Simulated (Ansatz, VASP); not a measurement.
# SnO2 (Cassiterite) in two plane-wave programs

One calculation is typed for both programs; each brings its own data sets. How far apart do they land? The cell is taken from a series of runs on this material, whose earlier steps may have relaxed, scaled, displaced or heated it; both programs get it as it stands.

Main program and level: Ansatz 0.2.0; plane waves, with VASP 6.6.1 beside it; dielectric response at PBE.

## (1) The structure

It takes space group P4_2/mnm (No. 136, tetragonal). The conventional cell has a = 4.738 Å, b = 4.738 Å, c = 3.187 Å, α = 90.00°, β = 90.00°, γ = 90.00°. Nearest to Sn lie 6 O at 2.05 to 2.06 Å. Nearest to O lie 3 Sn at 2.05 to 2.06 Å. Farther neighbours and most contacts between anions are not listed.

## (2) VASP: dielectric response, PBE

The response to a field tests empty states and converges slowly with the mesh.

Lines of VASP's logs that name or quote its potential files are left out, and so is its time.

Input file INCAR:

```
SYSTEM = SnO2
PREC = Accurate
ENCUT = 520
EDIFF = 1E-08
NELM = 120
ISMEAR = 0
SIGMA = 0.01
LREAL = .FALSE.
ALGO = Normal
GGA = PE
NBANDS = 32
LORBIT = 11
LWAVE = .FALSE.
LCHARG = .FALSE.
ISIF = 2
LEPSILON = .TRUE.
LASPH = .TRUE.
GGA_COMPAT = .FALSE.
KPAR = 2
```

Input file POSCAR:

```
SnO2
1.0
    4.7380000000      0.0000000000      0.0000000000
    0.0000000000      4.7380000000      0.0000000000
    0.0000000000      0.0000000000      3.1865000000
Sn O
2 4
Direct
    0.0000000000      0.0000000000      0.0000000000
    0.5000000000      0.5000000000      0.5000000000
    0.3071000000      0.3071000000      0.0000000000
    0.1929000000      0.8071000000      0.5000000000
    0.6929000000      0.6929000000      0.0000000000
    0.8071000000      0.1929000000      0.5000000000
```

Input file KPOINTS:

```
Automatic mesh
0
Gamma
6 6 6
0 0 0
```

Potentials, in the order of the species: Sn_d and O (PBE family, release 64).

Command:

```bash
$ mpirun -np 2 vasp_std
```

Numbers of over 12 decimals in the logs are rounded to 6 here.

What it wrote:

```text
[banner, memory and clock lines left out]
running    2 mpi-ranks, on    1 nodes
 distrk:  each k-point on    1 cores,    2 groups
 distr:  one band on    1 cores,    1 groups

 POSCAR found type information on POSCAR SnO
 POSCAR found :  2 types and       6 ions
 LDA part: xc-table for (Slater+PW92), standard interpolation
 POSCAR, INCAR and KPOINTS ok, starting setup
 FFT: planning ... GRIDC
 FFT: planning ... GRID_SOFT
 FFT: planning ... GRID
 WAVECAR not read
 entering main loop
       N       E                     dE             d eps       ncg     rms          rms(c)
DAV:   1     0.633926272442E+03    0.63393E+03   -0.26321E+04  2832   0.255E+03
DAV:   2     0.506549771064E+02   -0.58327E+03   -0.55891E+03  2880   0.674E+02
DAV:   3    -0.391512975747E+02   -0.89806E+02   -0.88785E+02  3000   0.219E+02
DAV:   4    -0.432846890104E+02   -0.41334E+01   -0.41212E+01  3048   0.522E+01
DAV:   5    -0.434166607897E+02   -0.13197E+00   -0.13192E+00  3344   0.934E+00    0.161E+01
DAV:   6    -0.370574687132E+02    0.63592E+01   -0.22763E+01  4104   0.697E+01    0.605E+00
DAV:   7    -0.371872969884E+02   -0.12983E+00   -0.21705E+00  2936   0.848E+00    0.329E+00
DAV:   8    -0.371693872068E+02    0.17910E-01   -0.24034E-01  3656   0.528E+00    0.741E-01
DAV:   9    -0.371583100499E+02    0.11077E-01   -0.63420E-02  4096   0.384E+00    0.140E-01
DAV:  10    -0.371589429325E+02   -0.63288E-03   -0.46661E-03  3320   0.567E-01    0.547E-02
DAV:  11    -0.371590723998E+02   -0.12947E-03   -0.25561E-04  3416   0.130E-01    0.156E-02
DAV:  12    -0.371590747781E+02   -0.23783E-05   -0.21711E-05  3608   0.447E-02    0.117E-02
DAV:  13    -0.371590721162E+02    0.26619E-05   -0.10604E-05  4136   0.463E-02    0.173E-03
DAV:  14    -0.371590718527E+02    0.26347E-06   -0.11823E-06  3144   0.872E-03    0.104E-03
DAV:  15    -0.371590718556E+02   -0.28949E-08   -0.22020E-08  2608   0.170E-03
   1 F= -.37159072E+02 E0= -.37159072E+02  d E =-.513989E-45
 Linear response reoptimize wavefunctions to high precision
DAV:   1    -0.371590719348E+02   -0.79207E-07   -0.17149E-08  2864   0.960E-04
DAV:   2    -0.371590719349E+02   -0.11642E-09   -0.11935E-09  1992   0.286E-04
DAV:   3    -0.371590719349E+02    0.32742E-10   -0.18291E-10  1856   0.116E-04
 Linear response G [H, r] |phi>, progress :
  Direction:   1
       N       E                     dE             d eps       ncg     rms
RMM:   1    -0.134006773254E+03   -0.13401E+03    0.14042E+03  3169   0.341E+02
RMM:   2    -0.162736678717E+03   -0.28730E+02   -0.97321E+01  4618   0.679E+01
RMM:   3    -0.164253690083E+03   -0.15170E+01   -0.50168E+00  4808   0.160E+01
RMM:   4    -0.164496792108E+03   -0.24310E+00   -0.42945E-01  5036   0.413E+00
RMM:   5    -0.164516586814E+03   -0.19795E-01   -0.64170E-02  5002   0.138E+00
RMM:   6    -0.164520210172E+03   -0.36234E-02   -0.20157E-02  5145   0.511E-01
RMM:   7    -0.164520713604E+03   -0.50343E-03   -0.94960E-03  5155   0.191E-01
RMM:   8    -0.164520739995E+03   -0.26391E-04   -0.60993E-03  5226   0.707E-02
RMM:   9    -0.164520775329E+03   -0.35333E-04   -0.60808E-03  5266   0.309E-02
RMM:  10    -0.164520656786E+03    0.11854E-03   -0.37529E-03  5329   0.138E-02
RMM:  11    -0.164520643677E+03    0.13109E-04   -0.46604E-03  5223   0.794E-03
RMM:  12    -0.164520405287E+03    0.23839E-03   -0.20680E-03  5072   0.621E-03
RMM:  13    -0.164520523358E+03   -0.11807E-03   -0.33858E-03  4696   0.561E-03
RMM:  14    -0.164520591784E+03   -0.68427E-04   -0.46127E-03  4463   0.543E-03
RMM:  15    -0.164520425919E+03    0.16587E-03   -0.37601E-03  4304   0.535E-03
RMM:  16    -0.164520356114E+03    0.69804E-04   -0.10745E-03  4180   0.531E-03
 Linear response G [H, r] |phi>, progress :
  Direction:   2
       N       E                     dE             d eps       ncg     rms
 LRF_COMMUTATOR internal error: the vector H(1)-e(1) S(1) |phi(0)> is not orthog
 onal to |phi(0)> (1.052451346161831E-004,1.039446306805303E-014)
 LRF_COMMUTATOR internal error: the vector H(1)-e(1) S(1) |phi(0)> is not orthog
 onal to |phi(0)> (-1.052451342064831E-004,-6.637052019087264E-015)
 LRF_COMMUTATOR internal error: the vector H(1)-e(1) S(1) |phi(0)> is not orthog
 onal to |phi(0)> (1.393668689645170E-004,3.885130064884557E-015)
 LRF_COMMUTATOR internal error: the vector H(1)-e(1) S(1) |phi(0)> is not orthog
 onal to |phi(0)> (-1.393668426326433E-004,-3.734653645365293E-014)
 LRF_COMMUTATOR internal error: the vector H(1)-e(1) S(1) |phi(0)> is not orthog
 onal to |phi(0)> (1.288231464206951E-004,-1.311450947838466E-015)
 LRF_COMMUTATOR internal error: the vector H(1)-e(1) S(1) |phi(0)> is not orthog
 onal to |phi(0)> (-1.288231523330213E-004,1.436351038108796E-015)
RMM:   1    -0.131076111329E+03   -0.13108E+03    0.14727E+03  3147   0.344E+02
 LRF_COMMUTATOR internal error: the vector H(1)-e(1) S(1) |phi(0)> is not orthog
 onal to |phi(0)> (-1.265220901824904E-004,-8.139322549283179E-015)
[...]
LRF_COMMUTATOR internal error: the vector H(1)-e(1) S(1) |phi(0)> is not orthog
 onal to |phi(0)> (2.296025405841284E-004,-9.880984919163893E-014)
 LRF_COMMUTATOR internal error: the vector H(1)-e(1) S(1) |phi(0)> is not orthog
 onal to |phi(0)> (-2.387752795308673E-004,-2.470246229790973E-014)
 LRF_COMMUTATOR internal error: the vector H(1)-e(1) S(1) |phi(0)> is not orthog
[...]
RMM:   3    -0.703452901060E+00   -0.31027E-02   -0.96532E-03  4953   0.491E-01
RMM:   4    -0.703683252160E+00   -0.23035E-03   -0.13661E-03  5008   0.164E-01
RMM:   5    -0.703728062541E+00   -0.44810E-04   -0.29101E-04  5042   0.585E-02
RMM:   6    -0.703734953290E+00   -0.68907E-05   -0.40404E-05  5041   0.204E-02
RMM:   7    -0.703736306300E+00   -0.13530E-05   -0.98250E-06  5027   0.754E-03
RMM:   8    -0.703736626398E+00   -0.32010E-06   -0.20209E-06  4872   0.277E-03
RMM:   9    -0.703736656080E+00   -0.29682E-07    0.30108E-07  4493   0.918E-04
RMM:  10    -0.703736660636E+00   -0.45556E-08   -0.12374E-07  3621   0.444E-04
RMM:  11    -0.703736667159E+00   -0.65233E-08   -0.15294E-07  3199   0.280E-04
RMM:  12    -0.703736667075E+00    0.83697E-10   -0.56083E-07  2780   0.233E-04
RMM:  13    -0.703736665015E+00    0.20603E-08   -0.95489E-08  2565   0.222E-04
 change of polarisation eV/A/(eV/A) component  2 :    -0.054     1.407    -0.095
 dielectric tensor                  component  2 :    -0.136     4.560    -0.240
 Linear response to external field (no local field effect), progress :
  Direction:   3
       N       E                     dE             d eps       ncg     rms          rms(c)
RMM:   1    -0.271027443324E+00   -0.27103E+00    0.21493E+00  3001   0.986E+00
RMM:   2    -0.721766064976E+00   -0.45074E+00   -0.22024E-01  4672   0.211E+00
RMM:   3    -0.726793233100E+00   -0.50272E-02   -0.10915E-02  4919   0.500E-01
RMM:   4    -0.727008418837E+00   -0.21519E-03   -0.14888E-03  4904   0.161E-01
RMM:   5    -0.727055719291E+00   -0.47300E-04   -0.30515E-04  5030   0.564E-02
RMM:   6    -0.727060713898E+00   -0.49946E-05   -0.43223E-05  4931   0.178E-02
RMM:   7    -0.727061815754E+00   -0.11019E-05   -0.45273E-06  4905   0.615E-03
RMM:   8    -0.727061949366E+00   -0.13361E-06   -0.12592E-06  4763   0.233E-03
RMM:   9    -0.727061981261E+00   -0.31895E-07   -0.27789E-07  4288   0.918E-04
RMM:  10    -0.727061983687E+00   -0.24260E-08    0.27165E-08  3424   0.478E-04
 change of polarisation eV/A/(eV/A) component  3 :    -0.140    -0.095     1.454
 dielectric tensor                  component  3 :    -0.355    -0.240     4.678
 Linear response to external field, progress :
  Direction:   1
       N       E                     dE             d eps       ncg     rms          rms(c)
RMM:   1    -0.214258118842E+00   -0.21426E+00    0.20996E+00  4646   0.973E+00
RMM:   2    -0.660601156150E+00   -0.44634E+00   -0.24781E-01  7645   0.215E+00    0.132E+00
RMM:   3    -0.658571674199E+00    0.20295E-02   -0.28014E-02  7845   0.866E-01    0.777E-01
RMM:   4    -0.673017925475E+00   -0.14446E-01   -0.51562E-03  7733   0.466E-01    0.313E-01
RMM:   5    -0.691179152525E+00   -0.18161E-01   -0.22103E-03  7818   0.293E-01    0.446E-02
RMM:   6    -0.692231186394E+00   -0.10520E-02   -0.32104E-04  7983   0.917E-02    0.255E-02
RMM:   7    -0.692814502784E+00   -0.58332E-03   -0.10550E-04  7726   0.362E-02    0.392E-03
RMM:   8    -0.692870280706E+00   -0.55778E-04   -0.88759E-07  8034   0.115E-02    0.208E-03
RMM:   9    -0.692928974568E+00   -0.58694E-04   -0.15178E-05  7844   0.416E-03    0.339E-04
RMM:  10    -0.692923801833E+00    0.51727E-05   -0.24056E-06  8278   0.145E-03    0.115E-04
RMM:  11    -0.692925688346E+00   -0.18865E-05   -0.76844E-06  7632   0.524E-04    0.573E-05
RMM:  12    -0.692925078357E+00    0.60999E-06   -0.23553E-06  6176   0.307E-04    0.175E-05
RMM:  13    -0.692925581692E+00   -0.50333E-06   -0.47580E-06  5097   0.242E-04    0.323E-06
 change of polarisation eV/A/(eV/A) component  1 :     1.299    -0.032    -0.063
 dielectric tensor                  component  1 :     4.285    -0.081    -0.159
 Linear response to external field, progress :
  Direction:   2
       N       E                     dE             d eps       ncg     rms          rms(c)
RMM:   1    -0.214258131220E+00   -0.21426E+00    0.20996E+00  4650   0.973E+00
RMM:   2    -0.660602872546E+00   -0.44634E+00   -0.24768E-01  7647   0.215E+00    0.132E+00
RMM:   3    -0.658581686423E+00    0.20212E-02   -0.28108E-02  7844   0.866E-01    0.777E-01
RMM:   4    -0.673006918450E+00   -0.14425E-01   -0.50383E-03  7735   0.466E-01    0.313E-01
RMM:   5    -0.691181329207E+00   -0.18174E-01   -0.22335E-03  7817   0.293E-01    0.446E-02
RMM:   6    -0.692229879322E+00   -0.10486E-02   -0.29299E-04  7982   0.917E-02    0.254E-02
RMM:   7    -0.692813612570E+00   -0.58373E-03   -0.96487E-05  7722   0.362E-02    0.392E-03
RMM:   8    -0.692869279708E+00   -0.55667E-04    0.97084E-06  8034   0.115E-02    0.208E-03
RMM:   9    -0.692927857538E+00   -0.58578E-04   -0.49555E-06  7853   0.415E-03    0.339E-04
RMM:  10    -0.692922654859E+00    0.52027E-05    0.87596E-06  8287   0.144E-03    0.115E-04
RMM:  11    -0.692924388053E+00   -0.17332E-05    0.49967E-06  7647   0.519E-04    0.568E-05
RMM:  12    -0.692924295941E+00    0.92112E-07    0.55111E-06  6163   0.303E-04    0.177E-05
RMM:  13    -0.692924466279E+00   -0.17034E-06    0.52827E-06  5087   0.237E-04    0.325E-06
 change of polarisation eV/A/(eV/A) component  2 :    -0.032     1.299    -0.117
 dielectric tensor                  component  2 :    -0.081     4.285    -0.295
 Linear response to external field, progress :
  Direction:   3
       N       E                     dE             d eps       ncg     rms          rms(c)
RMM:   1    -0.271027443324E+00   -0.27103E+00    0.21493E+00  3001   0.986E+00
RMM:   2    -0.721771627257E+00   -0.45074E+00   -0.22030E-01  4669   0.211E+00    0.134E+00
RMM:   3    -0.721821903011E+00   -0.50276E-04   -0.17232E-02  4806   0.761E-01    0.806E-01
RMM:   4    -0.754109373331E+00   -0.32287E-01   -0.11253E-02  4772   0.672E-01    0.101E-01
RMM:   5    -0.758584883529E+00   -0.44755E-02   -0.62535E-04  4872   0.154E-01    0.294E-02
RMM:   6    -0.758748055812E+00   -0.16317E-03   -0.66600E-05  4622   0.457E-02    0.438E-03
RMM:   7    -0.758969720881E+00   -0.22167E-03   -0.83594E-06  4876   0.144E-02    0.958E-04
RMM:   8    -0.759033911358E+00   -0.64190E-04   -0.13129E-06  5082   0.421E-03    0.325E-04
RMM:   9    -0.759042117234E+00   -0.82059E-05   -0.26779E-07  4967   0.133E-03    0.966E-05
RMM:  10    -0.759037900649E+00    0.42166E-05   -0.21472E-07  4847   0.543E-04    0.495E-05
RMM:  11    -0.759038589918E+00   -0.68927E-06   -0.74632E-08  3682   0.299E-04    0.382E-06
 change of polarisation eV/A/(eV/A) component  3 :    -0.140    -0.094     1.421
 dielectric tensor                  component  3 :    -0.353    -0.239     4.595
 Born effective charges drift removed
```

Parts of OUTCAR (step 2):

```text
ion  position               nearest neighbor table
   1  0.000  0.000  0.000-   4 2.05   6 2.05   4 2.05   6 2.05   5 2.06   3 2.06   2 3.71   2 3.71
                             2 3.71   2 3.71   2 3.71   2 3.71   2 3.71   2 3.71
   2  0.500  0.500  0.500-   3 2.05   5 2.05   3 2.05   5 2.05   4 2.06   6 2.06   1 3.71   1 3.71
                             1 3.71   1 3.71   1 3.71   1 3.71   1 3.71   1 3.71
   3  0.307  0.307  0.000-   2 2.05   2 2.05   1 2.06
   4  0.193  0.807  0.500-   1 2.05   1 2.05   2 2.06
   5  0.693  0.693  0.000-   2 2.05   2 2.05   1 2.06
   6  0.807  0.193  0.500-   1 2.05   1 2.05   2 2.06

  LATTYP: Found a simple tetragonal cell.
 ALAT       =     4.7380000000
 C/A-ratio  =     0.6725411566

 Subroutine GETGRP returns: Found 16 space group operations
 (whereof  8 operations were pure point group operations)

The static configuration has the point symmetry D_2h.
 The point group associated with its full space group is D_4h.

 Found     40 irreducible k-points:

   k-points           NKPTS =     40   k-points in BZ     NKDIM =     40   number of bands    NBANDS=     32

   dimension x,y,z NGX =    36 NGY =   36 NGZ =   24
   dimension x,y,z NGXF=    72 NGYF=   72 NGZF=   48

   ENCUT  =  520.0 eV  38.22 Ry    6.18 a.u.   8.81  8.81  5.92*2*pi/ulx,y,z

   NELECT =      52.0000    total number of electrons

 k-points in reciprocal lattice and weights: Automatic mesh
   0.00000000  0.00000000  0.00000000       0.005
   0.16666667  0.00000000  0.00000000       0.019
   0.33333333  0.00000000  0.00000000       0.019
   0.50000000  0.00000000  0.00000000       0.009
   0.16666667  0.16666667  0.00000000       0.019
   0.33333333  0.16666667  0.00000000       0.037
   0.50000000  0.16666667  0.00000000       0.019
   0.33333333  0.33333333  0.00000000       0.019
   0.50000000  0.33333333  0.00000000       0.019
[...]
0.50000000  0.33333333  0.50000000       0.019
   0.50000000  0.50000000  0.50000000       0.005

 average (electrostatic) potential at core
       1 -99.2883       2 -99.2883       3 -67.7981       4 -67.7981       5 -67.7981
       6 -67.7981

  Total        4.7771067      4.7771067      6.2547072      0.0000000      0.0000000      0.0000000
  in kB      106.9969720    106.9969720    140.0920627      0.0000000      0.0000000      0.0000000
  external PRESSURE =     118.0286689 kB  Pullay stress =       0.0000000 kB

  energy-cutoff  :      520.00
  volume of cell :       71.53
      direct lattice vectors                 reciprocal lattice vectors
     4.738000000  0.000000000  0.000000000     0.211059519  0.000000000  0.000000000
     0.000000000  4.738000000  0.000000000     0.000000000  0.211059519  0.000000000
     0.000000000  0.000000000  3.186500000     0.000000000  0.000000000  0.313823945

 POSITION                                       TOTAL-FORCE (eV/Angst)
 -----------------------------------------------------------------------------------
      0.00000      0.00000      0.00000         0.000000     -0.000000      0.000000
      2.36900      2.36900      1.59325         0.000000     -0.000000      0.000000
      1.45504      1.45504      0.00000        -0.208116     -0.208116     -0.000000
      0.91396      3.82404      1.59325         0.208116     -0.208116     -0.000000
      3.28296      3.28296      0.00000         0.208116      0.208116      0.000000
      3.82404      0.91396      1.59325        -0.208116      0.208116      0.000000
 -----------------------------------------------------------------------------------
    total drift:                               -0.000000      0.000000      0.000000

 MACROSCOPIC STATIC DIELECTRIC TENSOR (including local field effects in DFT)
 ------------------------------------------------------
           4.285109    -0.000000     0.000000
           0.000000     4.285109     0.000000
           0.000000     0.000000     4.594641
 ------------------------------------------------------

 PIEZOELECTRIC TENSOR (including local field effects)  for field in x, y, z        (C/m^2)
          XX          YY          ZZ          XY          YZ          ZX
  --------------------------------------------------------------------------------
  x     0.00000     0.00000     0.00000     0.00000     0.00000     0.00000
  y     0.00000     0.00000     0.00000     0.00000     0.00000     0.00000
  z     0.00000     0.00000     0.00000     0.00000     0.00000     0.00000

 BORN EFFECTIVE CHARGES (including local field effects) (in |e|, cummulative output)
 ---------------------------------------------------------------------------------
 ion    1
    1     4.08199     0.44679     0.00000
    2     0.44679     4.08199     0.00000
    3     0.00000     0.00000     4.47091
 ion    2
    1     4.08199    -0.44679     0.00000
    2    -0.44679     4.08199     0.00000
    3     0.00000     0.00000     4.47091
 ion    3
    1    -2.04100    -0.69354     0.00000
    2    -0.69354    -2.04100     0.00000
    3     0.00000     0.00000    -2.23545
 ion    4
    1    -2.04100     0.69354     0.00000
    2     0.69354    -2.04100     0.00000
    3     0.00000     0.00000    -2.23545
 ion    5
    1    -2.04100    -0.69354     0.00000
    2    -0.69354    -2.04100     0.00000
    3     0.00000     0.00000    -2.23545
 ion    6
    1    -2.04100     0.69354     0.00000
    2     0.69354    -2.04100     0.00000
    3     0.00000     0.00000    -2.23545
```

Energies printed during the response cycles are not total energies of the cell. The dielectric response converges more slowly with the mesh than energies do, so tensor and charges may still move on a finer one.

[end of part 1 of 2]

[Lines on the potential files, build, host, timing and source positions are cut from VASP's logs without a mark.]

[Logs are printed without paths, hosts, clocks, repeated set-up lines and the standing remarks that a program may print on its own settings, such as how far it seeks lower states.]

[Hosts, paths, dates, database ids (printed as entryN), source tags and the programs' standing remarks are cut or masked in the printed files.]
